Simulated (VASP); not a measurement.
OSZICAR of a VASP run on Rb (space group Im-3m):

File OSZICAR:
```
       N       E                     dE             d eps       ncg     rms          rms(c)
DAV:   1     0.326469051348E+02    0.32647E+02   -0.26643E+03   904   0.540E+02
DAV:   2     0.461963627886E+00   -0.32185E+02   -0.32037E+02   928   0.122E+02
DAV:   3    -0.918424829046E+00   -0.13804E+01   -0.13768E+01  1336   0.275E+01
DAV:   4    -0.938963627224E+00   -0.20539E-01   -0.20534E-01  1464   0.287E+00
DAV:   5    -0.939139871988E+00   -0.17624E-03   -0.17621E-03  1368   0.160E-01    0.112E+00
DAV:   6    -0.939660772880E+00   -0.52090E-03   -0.17695E-03  1448   0.285E-01    0.671E-01
DAV:   7    -0.940530557853E+00   -0.86978E-03   -0.33541E-03  1160   0.386E-01    0.448E-02
DAV:   8    -0.940640674564E+00   -0.11012E-03   -0.12696E-04  1288   0.104E-01    0.144E-02
DAV:   9    -0.940646372571E+00   -0.56980E-05   -0.51096E-06  1504   0.177E-02    0.443E-03
DAV:  10    -0.940646005646E+00    0.36693E-06   -0.24743E-06  1184   0.101E-02
   1 F= -.94064601E+00 E0= -.93740428E+00  d E =-.648346E-02
```

Question: Which electronic solver shows in the log?

Answer: It is blocked Davidson (ALGO = Normal, or the opening steps of other solvers). The INCAR had ALGO = Normal.

Question: Can the final energy be trusted as converged?

Answer: The run converged. It stopped with EDIFF = 1E-6, NELM = 100 (PBE GGA, plane waves, VASP's PBE PAW potentials (set 64)).

The structure is a typed Rb crystal (Im-3m). The cell was not relaxed at this level.
